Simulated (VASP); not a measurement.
Input:

```yaml
crystal:
  lattice:
    - [0.00000, 1.79436, 1.79436]
    - [1.79436, 0.00000, 1.79436]
    - [1.79436, 1.79436, 0.00000]
  atoms:
    - { symbol: Cu, position: [0.00000, 0.00000, 0.00000] }
```

All values below come from revPBE GGA, VASP's PBE PAW potentials (set 64) (plane waves; VASP). Settings: 520 eV cut-off, 17×17×17 Γ-centred mesh, first-order Methfessel-Paxton smearing of 0.10 eV, potentials Cu.

Q: The job: Cu (fcc), 1 atom, revPBE, static run, 520 eV, 17×17×17 Γ-centred mesh. Roughly how much core time does it take on a busy server core?

A: About 10 core-seconds (one run on a shared machine, a rough figure). It had 165 irreducible k-points, 9 bands, up to 331 plane waves and 13 electronic steps.

The compound is Cu in the fcc structure. This cell is one point of a volume scan, at 0.94 of the reference volume.
